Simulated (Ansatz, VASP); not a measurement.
**NiO in two plane-wave programs**

Wanted: the spread between two codes on one cell, functional and k mesh. The cell comes out of the VASP series on this material, whose earlier steps may have relaxed, scaled or displaced it; both programs get it as it stands.

Program: Ansatz 0.2.0. Level of theory: plane waves, with VASP 6.6.1 beside it; band structure at PBE. Results are calculated unless marked as measured.

## 1. Starting point

The structure is cubic, space group Fm-3m (No. 225). Conventional cell: a = 4.172 Å, b = 4.172 Å, c = 4.172 Å, α = 90.00°, β = 90.00°, γ = 90.00°. Nearest to Ni lie 6 O at 2.09 Å. Nearest to O lie 6 Ni at 2.09 Å. Farther neighbours and most contacts between anions are not listed.

As a file:

```cif
data_structure
_symmetry_space_group_name_H-M 'Fm-3m'
_symmetry_Int_Tables_number 225
_cell_length_a 4.1718
_cell_length_b 4.1718
_cell_length_c 4.1718
_cell_angle_alpha 90.000
_cell_angle_beta 90.000
_cell_angle_gamma 90.000
_cell_volume 72.61
loop_
_atom_site_label
_atom_site_type_symbol
_atom_site_symmetry_multiplicity
_atom_site_Wyckoff_symbol
_atom_site_fract_x
_atom_site_fract_y
_atom_site_fract_z
_atom_site_occupancy
Ni1 Ni 4 a 0.00000 0.00000 0.00000 1
O1 O 4 b 0.50000 0.00000 0.00000 1
```

## 2. Ansatz: band structure, PBE

Ansatz runs on its default PAW (the set named soft_2) files.

The same path points are solved in both programs, so levels can be compared one by one.

Contents of input.yaml:

```yaml
crystal:
  lattice:
    - [0.0, 2.085902, 2.085902]
    - [2.085902, 0.0, 2.085902]
    - [2.085902, 2.085902, 0.0]
  atoms:
    - { symbol: Ni, position: [0.0, 0.0, 0.0], spin: 2.0 }
    - { symbol: O, position: [0.5, 0.5, 0.5], spin: 1.0 }
hamiltonian:
  xc: pbe
  pseudopotentials: { kind: paw }
magnetization:
  spin_polarized: true
kpoints:
  mp_grid: { grid: [16, 16, 16] }
  band_path:
    path:
      - [0.0, 0.0, 0.0]
      - [0.17391, 0.0, 0.17391]
      - [0.34783, 0.0, 0.34783]
      - [0.5, 0.0, 0.5]
      - [0.5, 0.08696, 0.58696]
      - [0.5, 0.18478, 0.68478]
      - [0.49457, 0.25543, 0.75]
      - [0.45109, 0.29891, 0.75]
      - [0.40761, 0.34239, 0.75]
      - [0.34239, 0.34239, 0.68478]
      - [0.21196, 0.21196, 0.42391]
      - [0.08152, 0.08152, 0.16304]
      - [0.04348, 0.04348, 0.04348]
      - [0.23913, 0.23913, 0.23913]
      - [0.41304, 0.41304, 0.41304]
      - [0.5163, 0.46739, 0.5163]
      - [0.55978, 0.38043, 0.55978]
      - [0.6087, 0.28261, 0.6087]
      - [0.60326, 0.25, 0.64674]
      - [0.55978, 0.25, 0.69022]
      - [0.5163, 0.25, 0.7337]
      - [0.5, 0.30435, 0.69565]
      - [0.5, 0.3913, 0.6087]
      - [0.5, 0.47826, 0.52174]
      - [0.47283, 0.47283, 0.55435]
      - [0.42391, 0.42391, 0.65217]
      - [0.38043, 0.38043, 0.73913]
      - [0.59239, 0.18478, 0.59239]
      - [0.54891, 0.09783, 0.54891]
      - [0.5, 0.0, 0.5]
    npoints: 1
scf:
  occupations: { method: gaussian, width: 0.02 }
  n_extra_bands: 10
output:
  forces: true
  stress: true
  eigenvalues: true
```

Launch:

```sh
$ ansatz run input.yaml --threads 2 --pin off --max-ram 4608MiB --backend cpu --events-out ev --progress --plain --runs-dir out
```

Numbers of over 12 decimals in the logs are rounded to 6 here.

Output:

```text
scf.n_extra_bands = 10 over 12 filled bands (N_el = 24.0): the run solves 22 bands
Engine: ansatz 0.2.0, aarch64-unknown-linux-gnu
Pseudopotentials: kind: paw
Pseudopotential: Ni, paw, valence charge 18, recommended cutoff 420 eV (normal), Ni.paw.azcp
Pseudopotential: O, paw, valence charge 6, recommended cutoff 420 eV (normal), O.paw.azcp
Functional definition: PBE
  parameter kappa = 0.804
  parameter beta = 0.066725
  exchange = pbe_x(kappa = kappa, mu = beta*pi^2/3)
  correlation = pbe_c(beta = beta)
Crystal: 2 atoms, lattice volume = 18.151 Å³
Basis set: ecut = 420 eV, 339 PW (Γ), exchange–correlation on 40×40×40 points (8 copies of the dense FFT grid, shifted against one another)
Bands: 22, of which v1, the nominal top of the filled ones, is band 12 counted from 1 (11 counted from 0)
Symmetry: 48 space group operations
Space group: Fm-3m (ITA 225), of the structure as read, at distance tolerance 2.6e-5 Å
Magnetic group: BNS 225.116 (UNI 1618), of the structure as read, at distance tolerance 2.6e-5 Å
k-points: 145 of 4096
Non-local potential: Ni, projectors of the file, l = 0: 3, l = 1: 2, l = 2: 3, l = 3: 1
Non-local potential: O, projectors of the file, l = 0: 2, l = 1: 2, l = 2: 1
PAW form: soft (Blöchl's): semilocal exchange-correlation on the pseudo side does not see the compensation charge
PAW one-centre angular grid: Ni, 590 points (default); XC on 64 Gauss nodes
PAW one-centre angular grid: O, 110 points (default); XC on 64 Gauss nodes
Initial density: superposition of atomic densities (chi_scale 0.1, normalization cell, long waves kept (reshape's long-wave potential 0.00 eV rms))
Starting moments: Σ|m| = 3 μB on 2 of 2 sites
Initial wavefunctions: pseudopotential atomic-orbital guess
Functional: x = pbe(κ = 0.804, μ = 0.219515), c = pbe(β = 0.066725)
SCF iter   1: F=—  HF=-6405.116401 eV  |F-HF|=—  |Δ(HF+E_count)|=         —  Δρ=3.00e-1 (↑1.43e-1 ↓3.00e-1)  dr2=1.06e1  dr2_m=5.91e0  M=0.465 μB ∫|m|=0.465 μB  β_m=0.30  ethr=3.10e-3  ⟨swp⟩=5.5  Hψ=26414  notcnv=0  defer=1
Mixer restart at iter 1: flushing history
preconditioner: auto → none  [metal: Δε(μ)=0.011 eV  Ē_g=23.239 eV  σ=0.020 eV  W_gap=0.30  n_scr=8 (ndim 8)  ℏωp=34.9 eV  f_vac=0.000  D(μ)=1.66/eV (n_scr^D=14)  sad-step TF]
SCF iter   2: F=—  HF=-6404.608314 eV  |F-HF|=—  |Δ(HF+E_count)|=   5.08e-1  Δρ=1.52e-1 (↑1.10e-1 ↓1.52e-1)  dr2=1.70e0  dr2_m=2.46e0  M=0.561 μB ∫|m|=0.561 μB  β_m=0.45  ethr=3.10e-3  ⟨swp⟩=3.0  Hψ=14977  notcnv=0  defer=1148
SCF iter   3: F=—  HF=-6405.333070 eV  |F-HF|=—  |Δ(HF+E_count)|=   7.25e-1  Δρ=8.42e-2 (↑2.26e-2 ↓8.42e-2)  dr2=1.05e0  dr2_m=3.06e-1  M=0.583 μB ∫|m|=0.584 μB  β_m=0.45  ethr=3.10e-3  ⟨swp⟩=2.6  Hψ=11165  notcnv=0  defer=1154
SCF iter   4: F=—  HF=-6405.429547 eV  |F-HF|=—  |Δ(HF+E_count)|=   9.65e-2  Δρ=1.98e-2 (↑8.88e-3 ↓1.98e-2)  dr2=5.48e-2  dr2_m=8.75e-3  M=0.689 μB ∫|m|=0.690 μB  β_m=0.54  ethr=3.10e-3  ⟨swp⟩=2.1  Hψ=9266  notcnv=0  defer=1154
SCF iter   5: F=—  HF=-6405.711928 eV  |F-HF|=—  |Δ(HF+E_count)|=         —  Δρ=8.08e-2 (↑6.94e-2 ↓8.08e-2)  dr2=4.21e-2  dr2_m=9.30e-1  M=1.391 μB ∫|m|=1.394 μB  β_m=1.00  ethr=2.28e-4  ⟨swp⟩=2.5  Hψ=12091  notcnv=0  defer=1154
Mixer restart at iter 5: flushing history
SCF iter   6: F=—  HF=-6405.674384 eV  |F-HF|=—  |Δ(HF+E_count)|=   3.75e-2  Δρ=2.32e-2 (↑2.32e-2 ↓8.84e-3)  dr2=4.57e-2  dr2_m=3.07e-2  M=1.499 μB ∫|m|=1.503 μB  β_m=0.54  ethr=2.08e-4  ⟨swp⟩=3.0  Hψ=12516  notcnv=0  defer=1154
SCF iter   7: F=—  HF=-6405.685185 eV  |F-HF|=—  |Δ(HF+E_count)|=   1.08e-2  Δρ=3.86e-2 (↑1.08e-2 ↓3.86e-2)  dr2=1.35e-1  dr2_m=8.77e-2  M=1.648 μB ∫|m|=1.654 μB  β_m=0.40  ethr=1.90e-4  ⟨swp⟩=3.0  Hψ=14810  notcnv=0  defer=1152  recentre
SCF iter   8: F=—  HF=-6405.664608 eV  |F-HF|=—  |Δ(HF+E_count)|=   2.06e-2  Δρ=1.71e-2 (↑1.71e-2 ↓1.00e-2)  dr2=7.48e-3  dr2_m=2.87e-2  M=1.583 μB ∫|m|=1.588 μB  β_m=0.18  ethr=1.90e-4  ⟨swp⟩=2.9  Hψ=12281  notcnv=0  defer=1152
SCF iter   9: F=—  HF=-6405.665589 eV  |F-HF|=—  |Δ(HF+E_count)|=   9.80e-4  Δρ=1.11e-2 (↑1.11e-2 ↓7.93e-3)  dr2=2.73e-3  dr2_m=1.40e-2  M=1.638 μB ∫|m|=1.643 μB  β_m=0.47  ethr=3.12e-5  ⟨swp⟩=2.0  Hψ=10474  notcnv=0  defer=1152
SCF iter  10: F=—  HF=-6405.666486 eV  |F-HF|=—  |Δ(HF+E_count)|=   8.98e-4  Δρ=4.04e-3 (↑1.86e-3 ↓4.04e-3)  dr2=7.41e-4  dr2_m=1.43e-3  M=1.752 μB ∫|m|=1.759 μB  β_m=0.57  ethr=1.14e-5  ⟨swp⟩=2.4  Hψ=11101  notcnv=0  defer=1152
SCF iter  11: F=—  HF=-6405.666646 eV  |F-HF|=—  |Δ(HF+E_count)|=   1.59e-4  Δρ=9.93e-4 (↑9.93e-4 ↓6.87e-4)  dr2=1.16e-5  dr2_m=1.16e-4  M=1.743 μB ∫|m|=1.751 μB  β_m=0.78  ethr=3.09e-6  ⟨swp⟩=2.2  Hψ=9705  notcnv=0  defer=1152
SCF iter  12: F=—  HF=-6405.666630 eV  |F-HF|=—  |Δ(HF+E_count)|=   1.58e-5  Δρ=9.72e-4 (↑9.08e-4 ↓9.72e-4)  dr2=1.87e-5  dr2_m=1.43e-4  M=1.747 μB ∫|m|=1.755 μB  β_m=0.78  ethr=4.82e-8  ⟨swp⟩=2.1  Hψ=9628  notcnv=0  defer=1152
SCF iter  13: F=—  HF=-6405.666630 eV  |F-HF|=—  |Δ(HF+E_count)|=   2.10e-7  Δρ=3.14e-4 (↑2.79e-4 ↓3.14e-4)  dr2=1.90e-6  dr2_m=1.42e-5  M=1.746 μB ∫|m|=1.753 μB  β_m=0.89  ethr=4.82e-8  ⟨swp⟩=2.1  Hψ=8190  notcnv=0  defer=1152
SCF iter  14: F=—  HF=-6405.666694 eV  |F-HF|=—  |Δ(HF+E_count)|=   6.41e-5  Δρ=2.80e-5 (↑2.72e-5 ↓2.80e-5)  dr2=7.90e-9  dr2_m=1.25e-7  M=1.745 μB ∫|m|=1.753 μB  β_m=0.89  ethr=7.90e-9  ⟨swp⟩=2.2  Hψ=8331  notcnv=0  defer=1152
SCF iter  15: F=—  HF=-6405.666694 eV  |F-HF|=—  |Δ(HF+E_count)|=   6.24e-9  Δρ=1.33e-6 (↑4.90e-7 ↓1.33e-6)  dr2=2.06e-10  dr2_m=1.01e-10  M=1.745 μB ∫|m|=1.753 μB  β_m=0.95  ethr=3.29e-11  ⟨swp⟩=2.1  Hψ=9842  notcnv=0  defer=1152
SCF iter  16: F=-6405.666694 eV  HF=-6405.666694 eV  |F-HF|=4.91e-11  |Δ(HF+E_count)|=  1.31e-10  Δρ=7.91e-7 (↑2.93e-7 ↓7.91e-7)  dr2=5.65e-11  dr2_m=4.14e-11  M=1.745 μB ∫|m|=1.753 μB  ethr=1.00e-12  ⟨swp⟩=6.5  Hψ=26035  notcnv=0
SCF 1 converged in 16 iterations: F = -6405.666694 eV  dr2 = 5.65e-11
  greatest PAW one-centre occupation: 1.002 electrons in one spin orbital (limit 2), on the Ni atom at site 0 (counted from 0), in its partial waves of l = 1
NSCF: frozen V_eff on 30 k-points
SCF converged after 16 iterations
Magnetization: 1.7452 μB (12.8726 up, 11.1274 down)
Absolute magnetization: 1.7520 μB (∫|ρ↑−ρ↓|, with the PAW one-centre terms)
Spin contamination: 0.0065 ħ² per cell (⟨S²⟩ above its minimum at these occupations)
Per-site moments (μB) at R_I (Å): [(1.408908, 0.860434575), (0.280585, 0.860434575)]
Free energy (F): -6405.666694 eV
Harris-Foulkes:  -6405.666694 eV  (|F-HF|=4.91e-11)
Internal energy: -6405.666457 eV  (E = F + TS)
E sigma→0 (E₀):  -6405.666576 eV
Entropy (-TS):   -0.000237 eV (-0.118 meV/atom)
Fermi energy:    14.549359 eV
--- Per-component energies (eV) ---
  E_band       = -325.266937
  E_kinetic    = 452.184180
  E_local      = -3992.903316  (includes V_loc(G=0)·N_el)
  E_nonlocal   = 692.834226
  E_hartree    = 1645.271400
  E_xc         = -156.068985
  E_vxc        = -200.213938  (∫ρ·V_xc dr)
  E_paw        = -1792.188742  (= ΣΔE_a)
  E_vpaw       = -567.714507  (= ΣTr[D̂ρ^β])
  E_aug_tail   = 0.003130  (compensation charges beyond the density's cutoff)
  E_ewald      = -3254.798350
  E_smearing   = -0.000237  (= −TS)
  E_closure    = 0.000000  (closes the sum)
  Σ components = -6405.666694   (vs F -6405.666694, Δ=0.00e0)
--- Forces (eV/Å), atoms counted from 1 ---
  atom   1  Ni    -0.00000000     0.00000000    -0.00000000
  atom   2  O      0.00000000     0.00000000    -0.00000000
  max |Σ_I F_I| component: 1.80e-29 eV/Å
--- Stress (GPa, compression-positive) ---
        5.807693       0.000000       0.000000
       -0.000000       5.807693       0.000000
       -0.000000       0.000000       5.807693
  P = ⅓ Tr σ = 5.8077 GPa (58.077 kbar)
--- Band table (eV; the first three rows and the last of 290) ---
  k-point 0 ↑: bands = [... 8 lower, 11.4623, 11.4623, 11.8624, 11.8624, 11.8624, 15.9986, 32.2643, 33.3444, ... 6 higher]
  k-point 1 ↑: bands = [... 8 lower, 11.8010, 11.8010, 12.0550, 12.1030, 12.1030, 16.2924, 31.1550, 33.2190, ... 6 higher]
  k-point 2 ↑: bands = [... 8 lower, 11.9036, 11.9036, 12.2335, 12.6736, 12.6736, 17.0070, 29.5577, 32.7159, ... 6 higher]
  k-point 144 ↓: bands = [... 8 lower, 13.4401, 13.4401, 13.7881, 14.7847, 15.5269, 23.4903, 25.4713, 25.4713, ... 6 higher]
```

It took 7.1 s on 2 threads of Arm Neoverse V2, shared host; peak memory 0.36 GiB; 13 s of CPU time.

Reading the cycles: dr2 is the Hartree energy of the density residual (eV), the measure of convergence; HF is the Harris–Foulkes estimate of the energy, which meets the free energy F at convergence.

(Continued in part 2 of 2.)

[Lines on the potential files, build, host, timing and source positions are cut from VASP's logs without a mark.]

[Logs are printed without paths, hosts, clocks, repeated set-up lines and the standing remarks that a program may print on its own settings, such as how far it seeks lower states.]

[Hosts, paths, dates, database ids (printed as entryN), source tags and the programs' standing remarks are cut or masked in the printed files.]
